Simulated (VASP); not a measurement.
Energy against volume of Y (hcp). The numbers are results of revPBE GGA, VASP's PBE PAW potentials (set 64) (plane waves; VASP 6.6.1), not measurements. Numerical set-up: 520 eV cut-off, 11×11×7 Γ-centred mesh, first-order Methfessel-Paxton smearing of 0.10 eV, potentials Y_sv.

Shape and ions are relaxed at each volume.

| V (Å³/atom) | E (eV/atom) |
|---|---|
| 32.571 | -6.16362 |
| 33.579 | -6.16868 |
| 34.586 | -6.16623 |
| 35.593 | -6.15715 |

Fit these four points and predict the energy of the run at 31.564 Å³/atom.

A cubic in V^(−2/3), the third-order Birch-Murnaghan form, passes through the four points with V0 = 33.73 Å³/atom and B0 = 39 GPa, and gives -6.1501 eV/atom there. The run gave -6.1501 eV/atom, -0.0 meV/atom from the fit; all five points give B0 = 39 GPa.

The compound is Y in the hcp structure. It was relaxed first.
